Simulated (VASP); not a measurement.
TiMo: equation of state with PBEsol

The system is TiMo.

```xyz
2
Lattice="1.5936 -2.3604 0.0000 1.5936 2.3604 0.0000 0.0000 0.0000 4.2507" Properties=species:S:1:pos:R:3 pbc="T T T"
Mo    0.0000    0.0000    0.0000
Ti    1.5936    0.0000    2.1254
```

The cell comes from a database or a generator and needn't be the stable form of this composition.

```
Program                : VASP 6.6.1
Task                   : equation of state
Functional             : PBEsol
Potentials or basis    : VASP PAW PBE potentials, release 64 (Mo_sv, Ti_sv)
Cutoff                 : 520 eV
k mesh                 : 10 × 10 × 6
Occupations            : fermi-dirac, width 0.05 eV
Spin                   : no spin polarisation
Ladder                 : free
Further INCAR settings : ALGO = Normal; EDIFF = 1e-07; NBANDS = 20
```

```yaml
Equilibrium_volume: 15.41 Å³/atom
Bulk_modulus_at_fixed_shape_and_positions: 188 GPa
Pressure_derivative_of_the_bulk_modulus: 3.8
```

Energy against volume, from the lowest point:
```
volume (Å³/atom)  energy (meV/atom)
          15.030               5.56
          15.350               0.00
          15.669               2.38
          15.989              11.93
          16.309              27.97
          16.629              49.90
          16.948              77.15
```

All runs of the series together: 5.7 min on 1 thread of Intel(R) Xeon(R) Platinum 8488C (Sapphire Rapids) (shared host).

Caveat: the cell was scaled at fixed shape and fractional positions, which overstates the stiffness of a crystal with free parameters, most of all of layers and chains; the PAW data sets were made with another functional, which shifts forces and pressure a little.
